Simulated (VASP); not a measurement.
Level of theory: PBE GGA, VASP's PBE PAW potentials (set 64) (plane waves; VASP).

VASP ran on this input.

### KPOINTS
```
Automatic mesh
0
Gamma
1 1 1
0 0 0
```

POSCAR:
```
Cd31InTe31
1
   13.2498873629     0.0000000000     0.0000000000
    0.0000000000    13.2498873629     0.0000000000
    0.0000000000     0.0000000000    13.2498873629
Cd Te In
31 31 1
Direct
  0.5008776825   0.9999907661   0.0001484969
  0.7487654077   0.2509565081   0.9956202386
  0.7488640385   0.9957584692   0.2512779322
  0.0007137469   0.9992131702   0.9993645227
  0.2488956067   0.2512024278   0.9998233673
  0.5009230895   0.4990543779   0.9964393831
  0.7487227742   0.7510243307   0.9997515995
  0.2488378692   0.9996713230   0.2513192853
  0.4722145168   0.2266608462   0.2269938682
  0.7732521733   0.5276916782   0.2266595121
  0.5007735174   0.9963020320   0.4993312352
  0.7732267923   0.2269177633   0.5278279555
  0.7487752703   0.9997559867   0.7511095892
  0.0001192779   0.4993750676   0.0000905896
  0.2493944022   0.7506585127   0.0015697630
  0.0046402222   0.2512286302   0.2511691157
  0.2497973188   0.5074618244   0.2556725602
  0.4927395667   0.7500980466   0.2556704933
  0.9999723953   0.9998683839   0.4994791273
  0.2497510162   0.2555427870   0.5075855624
  0.7442188533   0.7501169369   0.5074746291
  0.2492302093   0.0014170851   0.7507498034
  0.4925800519   0.2555466181   0.7501899317
  0.7443671276   0.5073500847   0.7501818480
  0.0003146610   0.7510691774   0.2513693322
  0.0034236983   0.4992702622   0.4991785606
  0.2509454406   0.7489719737   0.5020602181
  0.0003745035   0.2512623467   0.7511746779
  0.2509823630   0.5020404082   0.7489941973
  0.4979786068   0.7489505586   0.7491063688
  0.9984083841   0.7507105724   0.7507214394
  0.6275408612   0.1254654056   0.1255752755
  0.8744445387   0.3723038963   0.1254918121
  0.8744691170   0.1256301320   0.3724353557
  0.1251623831   0.1250048500   0.1250533751
  0.3717685058   0.3808031106   0.1251396734
  0.6190734061   0.6280946660   0.1248905385
  0.8748397840   0.8747950554   0.1251651149
  0.3716152269   0.1247674573   0.3811134818
  0.8749439818   0.6282479844   0.3809454399
  0.6191072732   0.1248740215   0.6283030861
  0.8751010993   0.3809988077   0.6283296715
  0.8749878635   0.1249814006   0.8748807670
  0.1235648152   0.6252939907   0.1260243673
  0.3747173459   0.8762684411   0.1262058175
  0.1271404774   0.3754832952   0.3756007863
  0.3794653237   0.6205224352   0.3834615338
  0.6245966337   0.8729979465   0.3755066433
  0.1234865358   0.1259713442   0.6253783062
  0.3793520472   0.3832367349   0.6206593134
  0.6165134176   0.6203422214   0.6205221671
  0.8739197855   0.8762894889   0.6252773086
  0.3746920426   0.1259803927   0.8763977851
  0.6245543110   0.3752872031   0.8728818329
  0.8739538452   0.6252655195   0.8763650864
  0.1255432150   0.8744208193   0.3766369307
  0.1233538474   0.6259714092   0.6260169609
  0.3740201791   0.8764302809   0.6260573878
  0.1256827051   0.3765433439   0.8745845146
  0.3740970514   0.6258439185   0.8766145429
  0.6235831488   0.8743870928   0.8744250994
  0.1251991315   0.8747207266   0.8748292685
  0.5355835167   0.4642646525   0.4643595520
```

INCAR:
```
ALGO  =  Fast
EDIFF  =  1E-6
ENCUT  =  400
GGA  =  PE
ISMEAR  =  0
ISPIN  =  2
ISYM  =  0
LASPH  =  T
LCHARG  =  F
LHYPERFINE  =  T
LMAXMIX  =  4
LORBIT  =  11
LREAL  =  Auto
LWAVE  =  F
MAGMOM  =  63*0.0159
NELM  =  100
NELMIN  =  4
NUPDOWN  =  1
PREC  =  Normal
SIGMA  =  0.05
SYSTEM  =  Cd31InTe31
```

POTCAR, in this order: Cd Te In (PBE.64 set). Program: vasp_gam. Read from the step before: WAVECAR.

What VASP printed:

File OSZICAR:
```
       N       E                     dE             d eps       ncg     rms          rms(c)
DAV:   1    -0.148749569183E+03   -0.14875E+03   -0.24102E-05  1592   0.148E-02    0.877E-03
RMM:   2    -0.148749568077E+03    0.11055E-05   -0.70079E-06  1163   0.520E-03    0.474E-03
RMM:   3    -0.148749567643E+03    0.43444E-06   -0.15427E-06  1010   0.170E-03    0.391E-03
RMM:   4    -0.148749567573E+03    0.69369E-07   -0.40603E-07   724   0.810E-04
   1 F= -.14874957E+03 E0= -.14874957E+03  d E =-.124298E-11  mag=     1.0000
```

OUTCAR:
```
------------------------ aborting loop because EDIFF is reached ----------------------------------------
  FORCE on cell =-STRESS in cart. coord.  units (eV):
  Direction    XX          YY          ZZ          XY          YZ          ZX
  --------------------------------------------------------------------------------------
  Total        3.0640720      3.0862086      3.0357253      0.2063152     -0.1430985      0.2188684
  in kB        2.1104399      2.1256869      2.0909156      0.1421037     -0.0985619      0.1507499
  external PRESSURE =       2.1090141 kB  Pullay stress =       0.0000000 kB
  volume of cell :     2326.14
      direct lattice vectors                 reciprocal lattice vectors
    13.249887363  0.000000000  0.000000000     0.075472340  0.000000000  0.000000000
     0.000000000 13.249887363  0.000000000     0.000000000  0.075472340  0.000000000
     0.000000000  0.000000000 13.249887363     0.000000000  0.000000000  0.075472340
 POSITION                                       TOTAL-FORCE (eV/Angst)
 -----------------------------------------------------------------------------------
      6.63657     13.24977      0.00197        -0.002116     -0.013727     -0.009638
      9.92106      3.32515     13.19186         0.006104      0.001792      0.002631
      9.92236     13.19369      3.32940         0.002207      0.002156     -0.002210
      0.00946     13.23946     13.24147        -0.003226      0.000172     -0.003668
      3.29784      3.32840     13.24755        -0.002108     -0.011011     -0.001615
      6.63717      6.61241     13.20271        -0.006673     -0.005975      0.014119
      9.92049      9.95099     13.24660         0.013471      0.004747     -0.002773
      3.29707     13.24553      3.32995        -0.003414      0.001944     -0.015099
      6.25679      3.00323      3.00764        -0.009043     -0.009177      0.004534
     10.24550      6.99186      3.00321         0.008704      0.003772     -0.002234
      6.63519     13.20089      6.61608        -0.001902      0.010850      0.002549
     10.24517      3.00663      6.99366         0.006052     -0.005737      0.009507
      9.92119     13.24665      9.95212         0.016375     -0.004375      0.004309
      0.00158      6.61666      0.00120         0.000131     -0.007225     -0.011574
      3.30445      9.94614      0.02080        -0.008563      0.009387     -0.003425
      0.06148      3.32875      3.32796        -0.009455     -0.003759     -0.001127
      3.30979      6.72381      3.38763         0.000847     -0.002260     -0.002433
      6.52874      9.93871      3.38761         0.004747     -0.004520      0.004224
     13.24952     13.24814      6.61804         0.001267     -0.006489     -0.006471
      3.30917      3.38591      6.72545         0.000396     -0.002763     -0.002919
      9.86082      9.93896      6.72398        -0.000372      0.003512     -0.004537
      3.30227      0.01878      9.94735        -0.005714     -0.003339      0.007709
      6.52663      3.38596      9.93993         0.000726     -0.005113      0.000874
      9.86278      6.72233      9.93982        -0.001267     -0.001443      0.000123
      0.00417      9.95158      3.33062        -0.007695      0.004620     -0.015923
      0.04536      6.61527      6.61406        -0.008579      0.003709     -0.000192
      3.32500      9.92379      6.65224         0.013703     -0.013259      0.004777
      0.00496      3.32920      9.95298        -0.004780     -0.009446      0.008133
      3.32549      6.65198      9.92409         0.010891      0.004530     -0.011450
      6.59816      9.92351      9.92558         0.000474     -0.014206     -0.012377
     13.22880      9.94683      9.94697         0.001132      0.006919      0.008212
      8.31485      1.66240      1.66386        -0.005414     -0.001176     -0.000434
     11.58629      4.93298      1.66275         0.011360      0.010359     -0.006662
     11.58662      1.66459      4.93473         0.013759     -0.004359      0.012115
      1.65839      1.65630      1.65694        -0.010597      0.002192      0.005230
      4.92589      5.04560      1.65809        -0.012064      0.006575     -0.003289
      8.20265      8.32218      1.65479        -0.001464      0.020223     -0.002068
     11.59153     11.59094      1.65842         0.004606      0.014279     -0.000659
      4.92386      1.65315      5.04971        -0.008805      0.001050      0.000211
     11.59291      8.32422      5.04748        -0.002441      0.011796      0.000154
      8.20310      1.65457      8.32495        -0.002536     -0.000192      0.008698
     11.59499      5.04819      8.32530         0.004603      0.000291      0.013280
     11.59349      1.65599     11.59207        -0.002613      0.007627      0.009443
      1.63722      8.28507      1.66981         0.005214      0.001018      0.008075
      4.96496     11.61046      1.67221         0.004613      0.000773     -0.000891
      1.68460      4.97511      4.97667        -0.007545      0.006234      0.003058
      5.02787      8.22185      5.08082        -0.005321      0.008736     -0.009315
      8.27584     11.56712      4.97542        -0.007651      0.000468      0.002353
      1.63618      1.66911      8.28619         0.000354      0.001606     -0.003727
      5.02637      5.07784      8.22367         0.001395      0.000470     -0.000859
      8.16873      8.21946      8.22185         0.004073      0.010807      0.011442
     11.57934     11.61074      8.28485        -0.008430     -0.000426      0.000106
      4.96463      1.66923     11.61217         0.005285     -0.000976      0.006431
      8.27527      4.97251     11.56559        -0.000395      0.006444      0.006691
     11.57979      8.28470     11.61174        -0.002463     -0.005658      0.004415
      1.66343     11.58598      4.99040         0.007553     -0.013369      0.003256
      1.63442      8.29405      8.29465         0.001840     -0.013313     -0.012674
      4.95573     11.61260      8.29519         0.012960     -0.001223     -0.012992
      1.66528      4.98916     11.58815         0.005884      0.008341     -0.016919
      4.95674      8.29236     11.61504         0.017876     -0.017271     -0.000909
      8.26241     11.58553     11.58603        -0.012366     -0.010382     -0.007015
      1.65887     11.58995     11.59139        -0.007248      0.008373      0.009407
      7.09642      6.15145      6.15271        -0.016340      0.006397      0.012011
 -----------------------------------------------------------------------------------
    total drift:                               -0.061373      0.017437      0.063254
  FREE ENERGIE OF THE ION-ELECTRON SYSTEM (eV)
  ---------------------------------------------------
  free  energy   TOTEN  =      -148.7495675735 eV

  energy  without entropy=     -148.7495675735  energy(sigma->0) =     -148.74956757

 total charge

# of ion       s       p       d       tot
------------------------------------------
    1        0.462   0.279   9.530  10.271
    2        0.465   0.282   9.530  10.276
    3        0.465   0.282   9.530  10.277
    4        0.463   0.280   9.530  10.273
    5        0.462   0.282   9.529  10.273
    6        0.466   0.284   9.530  10.279
    7        0.462   0.282   9.529  10.273
    8        0.462   0.282   9.529  10.273
    9        0.499   0.259   9.525  10.283
   10        0.499   0.259   9.525  10.283
   11        0.466   0.284   9.530  10.280
   12        0.499   0.259   9.525  10.283
   13        0.462   0.282   9.529  10.273
   14        0.462   0.280   9.530  10.271
   15        0.462   0.281   9.530  10.273
   16        0.465   0.282   9.530  10.276
   17        0.463   0.283   9.530  10.276
   18        0.463   0.283   9.530  10.276
   19        0.462   0.280   9.530  10.271
   20        0.463   0.283   9.530  10.276
   21        0.463   0.283   9.530  10.276
...
```
(Selected blocks of OUTCAR.)

The supercell is sampled at Γ alone, which is coarse: total energies, pressure and levels can be off, energies of defects by several tenths of an eV.

The cell is a supercell with a defect, built from CdTe (zinc blende): In_Cd-vac_Te.
